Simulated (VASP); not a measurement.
These are PBEsol GGA, VASP's PBE PAW potentials (set 64) (plane waves; VASP 6.6.1) values and carry that method's errors.

VASP ran on this input.

**POSCAR**
```
Al
1
    4.6246486272     0.0000000000    -0.0000000000
    0.0000000000     2.8063366346     0.0000000000
    0.0000000000     0.0000000000    23.4157344727
Al
4
Direct
  0.4998799012   0.0000000000   0.5570687733
  0.0001200988   0.5000000000   0.5570687733
  0.5001200988   0.0000000000   0.4429312267
  0.9998799012   0.5000000000   0.4429312267
```

**KPOINTS**
```
Automatic mesh
0
Gamma
6 10 1
0 0 0
```

INCAR:
```
ALGO  =  Normal
EDIFF  =  1E-6
EDIFFG  =  -0.02
ENCUT  =  400
GGA  =  PS
IBRION  =  2
ISIF  =  4
ISMEAR  =  1
LASPH  =  .True.
LCHARG  =  .False.
LREAL  =  .False.
LWAVE  =  .False.
NELM  =  100
NSW  =  60
PREC  =  Accurate
SIGMA  =  0.1
SYSTEM  =  Al
```

POTCAR, in this order: Al (PBE.64 set). Program: vasp_std.

Output of the run:

OSZICAR:
```
       N       E                     dE             d eps       ncg     rms          rms(c)
DAV:   1     0.380347250007E+02    0.38035E+02   -0.32066E+03   480   0.646E+02
DAV:   2    -0.134025614774E+02   -0.51437E+02   -0.47935E+02   780   0.109E+02
DAV:   3    -0.152294446454E+02   -0.18269E+01   -0.17940E+01   550   0.235E+01
DAV:   4    -0.152919971114E+02   -0.62552E-01   -0.62321E-01   706   0.565E+00
DAV:   5    -0.152942825017E+02   -0.22854E-02   -0.22849E-02   734   0.102E+00    0.326E+00
DAV:   6    -0.146436135527E+02    0.65067E+00   -0.13734E+00   514   0.466E+00    0.177E+00
DAV:   7    -0.144744371990E+02    0.16918E+00   -0.46837E-01   550   0.287E+00    0.598E-01
DAV:   8    -0.144551599104E+02    0.19277E-01   -0.55641E-02   550   0.141E+00    0.230E-01
DAV:   9    -0.144486138585E+02    0.65461E-02   -0.19033E-02   534   0.645E-01    0.165E-01
DAV:  10    -0.144469437454E+02    0.16701E-02   -0.31239E-03   522   0.347E-01    0.669E-02
DAV:  11    -0.144488836991E+02   -0.19400E-02   -0.45108E-03   522   0.301E-01    0.610E-02
DAV:  12    -0.144497723283E+02   -0.88863E-03   -0.11570E-03   514   0.173E-01    0.266E-02
DAV:  13    -0.144509389034E+02   -0.11666E-02   -0.98996E-04   500   0.148E-01    0.250E-02
DAV:  14    -0.144514935389E+02   -0.55464E-03   -0.33265E-04   500   0.827E-02    0.566E-03
DAV:  15    -0.144517758538E+02   -0.28231E-03   -0.35265E-05   542   0.325E-02    0.340E-03
DAV:  16    -0.144519284553E+02   -0.15260E-03   -0.24068E-05   486   0.214E-02    0.179E-03
DAV:  17    -0.144519681563E+02   -0.39701E-04   -0.51405E-06   480   0.993E-03    0.307E-04
DAV:  18    -0.144519731084E+02   -0.49521E-05   -0.39940E-07   392   0.389E-03    0.540E-04
DAV:  19    -0.144519766956E+02   -0.35872E-05   -0.30071E-07   384   0.263E-03    0.189E-04
DAV:  20    -0.144519775962E+02   -0.90055E-06   -0.72909E-08   394   0.143E-03
   1 F= -.14451978E+02 E0= -.14450768E+02  d E =-.144520E+02
       N       E                     dE             d eps       ncg     rms          rms(c)
DAV:   1    -0.144530778644E+02   -0.11012E-02   -0.73208E-03   514   0.471E-01    0.643E-02
DAV:   2    -0.144529416541E+02    0.13621E-03   -0.21802E-04   522   0.916E-02    0.342E-02
DAV:   3    -0.144528762350E+02    0.65419E-04   -0.11038E-04   534   0.515E-02    0.491E-03
DAV:   4    -0.144528736293E+02    0.26058E-05   -0.72065E-06   538   0.161E-02    0.299E-03
DAV:   5    -0.144528712452E+02    0.23840E-05   -0.89499E-07   398   0.607E-03    0.101E-03
DAV:   6    -0.144528713880E+02   -0.14271E-06   -0.26591E-07   386   0.299E-03
   2 F= -.14452871E+02 E0= -.14451806E+02  d E =-.893792E-03
       N       E                     dE             d eps       ncg     rms          rms(c)
DAV:   1    -0.144565589727E+02   -0.36877E-02   -0.65508E-02   518   0.141E+00    0.178E-01
DAV:   2    -0.144552167417E+02    0.13422E-02   -0.20106E-03   526   0.265E-01    0.947E-02
DAV:   3    -0.144545573737E+02    0.65937E-03   -0.15414E-03   518   0.172E-01    0.156E-02
DAV:   4    -0.144545533962E+02    0.39776E-05   -0.61418E-05   558   0.510E-02    0.982E-03
DAV:   5    -0.144545322319E+02    0.21164E-04   -0.15219E-05   536   0.220E-02    0.328E-03
DAV:   6    -0.144545377633E+02   -0.55315E-05   -0.34406E-06   526   0.924E-03    0.237E-03
DAV:   7    -0.144545551009E+02   -0.17338E-04   -0.52830E-06   498   0.936E-03    0.118E-03
DAV:   8    -0.144545672293E+02   -0.12128E-04   -0.94913E-07   436   0.467E-03    0.819E-04
DAV:   9    -0.144545784297E+02   -0.11200E-04   -0.10683E-06   460   0.395E-03    0.366E-04
DAV:  10    -0.144545836830E+02   -0.52533E-05   -0.26263E-07   390   0.209E-03    0.223E-04
DAV:  11    -0.144545862677E+02   -0.25846E-05   -0.61815E-08   384   0.117E-03    0.910E-05
DAV:  12    -0.144545874222E+02   -0.11545E-05   -0.21411E-08   382   0.604E-04    0.519E-05
DAV:  13    -0.144545875428E+02   -0.12054E-06   -0.15266E-09   276   0.235E-04
   3 F= -.14454588E+02 E0= -.14453687E+02  d E =-.260995E-02
       N       E                     dE             d eps       ncg     rms          rms(c)
DAV:   1    -0.144547682778E+02   -0.18086E-03   -0.42159E-03   520   0.358E-01    0.434E-02
DAV:   2    -0.144546705154E+02    0.97762E-04   -0.14847E-04   516   0.689E-02    0.232E-02
DAV:   3    -0.144546072749E+02    0.63240E-04   -0.12362E-04   504   0.477E-02    0.404E-03
DAV:   4    -0.144546085388E+02   -0.12640E-05   -0.63387E-06   508   0.157E-02    0.250E-03
DAV:   5    -0.144546090153E+02   -0.47642E-06   -0.14294E-06   406   0.716E-03
   4 F= -.14454609E+02 E0= -.14453865E+02  d E =-.263142E-02
       N       E                     dE             d eps       ncg     rms          rms(c)
DAV:   1    -0.144546643008E+02   -0.55762E-04   -0.62924E-04   538   0.137E-01    0.168E-02
DAV:   2    -0.144546592651E+02    0.50356E-05   -0.21683E-05   520   0.266E-02    0.901E-03
DAV:   3    -0.144546610521E+02   -0.17870E-05   -0.17440E-05   538   0.182E-02    0.146E-03
DAV:   4    -0.144546622390E+02   -0.11869E-05   -0.87317E-07   402   0.590E-03    0.927E-04
DAV:   5    -0.144546643781E+02   -0.21391E-05   -0.39098E-07   374   0.327E-03    0.250E-04
DAV:   6    -0.144546646427E+02   -0.26463E-06   -0.44610E-08   378   0.135E-03
   5 F= -.14454665E+02 E0= -.14453869E+02  d E =-.268705E-02
       N       E                     dE             d eps       ncg     rms          rms(c)
DAV:   1    -0.144550134091E+02   -0.34903E-03   -0.29761E-03   540   0.341E-01    0.291E-02
DAV:   2    -0.144549969888E+02    0.16420E-04   -0.72988E-05   548   0.580E-02    0.174E-02
DAV:   3    -0.144549888862E+02    0.81026E-05   -0.23269E-05   560   0.261E-02    0.249E-03
DAV:   4    -0.144549886675E+02    0.21866E-06   -0.25869E-06   370   0.103E-02
   6 F= -.14454989E+02 E0= -.14454076E+02  d E =-.324025E-03
       N       E                     dE             d eps       ncg     rms          rms(c)
DAV:   1    -0.144550429120E+02   -0.54026E-04   -0.84700E-04   540   0.182E-01    0.157E-02
DAV:   2    -0.144550382745E+02    0.46375E-05   -0.22330E-05   566   0.319E-02    0.934E-03
DAV:   3    -0.144550360854E+02    0.21891E-05   -0.69149E-06   528   0.143E-02    0.139E-03
DAV:   4    -0.144550360171E+02    0.68293E-07   -0.77723E-07   282   0.589E-03
   7 F= -.14455036E+02 E0= -.14454076E+02  d E =-.371374E-03
       N       E                     dE             d eps       ncg     rms          rms(c)
DAV:   1    -0.144553947299E+02   -0.35864E-03   -0.29792E-03   480   0.295E-01    0.370E-02
DAV:   2    -0.144553137535E+02    0.80976E-04   -0.10982E-04   514   0.663E-02    0.190E-02
DAV:   3    -0.144552606005E+02    0.53153E-04   -0.82900E-05   512   0.401E-02    0.350E-03
DAV:   4    -0.144552593624E+02    0.12381E-05   -0.41542E-06   490   0.125E-02    0.247E-03
DAV:   5    -0.144552587022E+02    0.66012E-06   -0.11739E-06   432   0.582E-03
   8 F= -.14455259E+02 E0= -.14454398E+02  d E =-.222685E-03
```

File OUTCAR:
```
------------------------ aborting loop because EDIFF is reached ----------------------------------------
  FORCE on cell =-STRESS in cart. coord.  units (eV):
  Direction    XX          YY          ZZ          XY          YZ          ZX
  --------------------------------------------------------------------------------------
  Total        0.0518741      0.0359095     -0.0519221      0.0000000      0.0000000      0.0000000
  in kB        0.2734857      0.1893190     -0.2737388      0.0000000      0.0000000      0.0000000
  external PRESSURE =       0.0630220 kB  Pullay stress =       0.0000000 kB
  volume of cell :      303.90
      direct lattice vectors                 reciprocal lattice vectors
     4.577412877  0.000000000  0.000000000     0.218464016  0.000000000 -0.000000000
     0.000000000  2.824399705  0.000000000     0.000000000  0.354057536  0.000000000
     0.000000000  0.000000000 23.506071199    -0.000000000  0.000000000  0.042542201
 POSITION                                       TOTAL-FORCE (eV/Angst)
 -----------------------------------------------------------------------------------
      2.28916      2.82440     13.09054        -0.006545      0.000000     -0.006465
      4.57696      1.41220     13.09054         0.006545     -0.000000     -0.006465
      2.28825      0.00000     10.41553         0.006545     -0.000000      0.006465
      0.00046      1.41220     10.41553        -0.006545      0.000000      0.006465
 -----------------------------------------------------------------------------------
    total drift:                               -0.000000     -0.000000     -0.000000
  FREE ENERGIE OF THE ION-ELECTRON SYSTEM (eV)
  ---------------------------------------------------
  free  energy   TOTEN  =       -14.4552587022 eV

  energy  without entropy=      -14.4526772031  energy(sigma->0) =      -14.45439820

 reached required accuracy - stopping structural energy minimisation
```
(Selected blocks of OUTCAR.)

### CONTCAR
```
Al
   1.00000000000000
     4.5774128769619873    0.0000000000000000    0.0000000000000000
     0.0000000000000000    2.8243997050550074    0.0000000000000000
     0.0000000000000000    0.0000000000000000   23.5060711985351567
  Al
     4
Direct
     0.5000999702818404    1.0000000000000000    0.5569003746086703
     0.9999000297181596    0.5000000000000000    0.5569003746086703
     0.4999000297181596    0.0000000000000000    0.4430996253913297
     0.0000999702818405    0.5000000000000000    0.4430996253913297
```

The cell holds a wide vacuum, so values per volume refer to the whole cell.

The cell is a sheet with vacuum, built from a generated structure.
